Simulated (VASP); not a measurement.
These are SCAN meta-GGA, VASP's PBE PAW potentials (set 64) (plane waves; VASP) values and carry that method's errors.

Input for VASP

### INCAR
```
SYSTEM = GaAs
ISMEAR = -5   ! tetrahedra, Bloechl
LWAVE = .FALSE.
EDIFF = 1E-7   ! SCF stop (eV)
LCHARG = .FALSE.
LREAL = .FALSE.   ! projection in real space or not
ALGO = Normal
PREC = Accurate
NEDOS = 601
LASPH = .TRUE.
ENCUT = 520   ! plane-wave cut-off (eV)
NELM = 100
LORBIT = 11   ! lm-projected
LMAXMIX = 4   ! l cut-off of mixed one-centre charges
LMIXTAU = .TRUE.
METAGGA = SCAN
ISIF = 2
```

File POSCAR:
```
GaAs
4.0055710
  0.0000000000   0.7071067910   0.7071067910
  0.7071067910   0.0000000000   0.7071067910
  0.7071067910   0.7071067910   0.0000000000
Ga As
1 1
Cartesian
  0.0000000000   0.0000000000   0.0000000000
  0.3535533955   0.3535533955   0.3535533955
```

### KPOINTS
```
Regular mesh
0
G
 9 9 9
0 0 0
```

**KPOINTS_OPT**
```
k-points along high-symmetry lines
10
Line-mode
Reciprocal
  0.000000   0.000000   0.000000 ! GAMMA
 -0.500000  -0.500000   0.000000 ! X

 -0.500000  -0.500000   0.000000 ! X
 -0.375000  -0.375000   0.250000 ! U

 -0.375000   0.000000   0.375000 ! K
  0.000000   0.000000   0.000000 ! GAMMA

  0.000000   0.000000   0.000000 ! GAMMA
  0.000000   0.000000   0.500000 ! L

  0.000000   0.000000   0.500000 ! L
 -0.500000  -0.250000   0.250000 ! W

 -0.500000  -0.250000   0.250000 ! W
 -0.500000  -0.500000   0.000000 ! X
```

POTCAR, in this order: Ga_d As (PBE.64 set). Program: vasp_std.

Q: Estimate the energy per atom (σ→0), band gap (over mesh and band path).

A: 
```
Quantity                                      Value
----------------------------------  ---------------
energy per atom (σ→0)               -18.648 eV/atom
band gap (over mesh and band path)          0.68 eV
```

File OSZICAR:
```
...
DAV:  23    -0.372964745214E+02   -0.35907E-06   -0.15163E-07   924   0.524E-03    0.755E-04
DAV:  24    -0.372964744205E+02    0.10098E-06   -0.84467E-09   505   0.123E-03    0.723E-04
DAV:  25    -0.372964728411E+02    0.15794E-05   -0.13801E-07   726   0.582E-03    0.358E-04
DAV:  26    -0.372964705505E+02    0.22905E-05   -0.14742E-07   726   0.541E-03    0.171E-04
DAV:  27    -0.372964706048E+02   -0.54291E-07   -0.27741E-08   455   0.236E-03
   1 F= -.37296471E+02 E0= -.37296471E+02  d E =0.000000E+00
       N       E                     dE             ncg
       N       E                     dE             ncg
```

The compound is GaAs in the zinc blende structure. It was relaxed first.
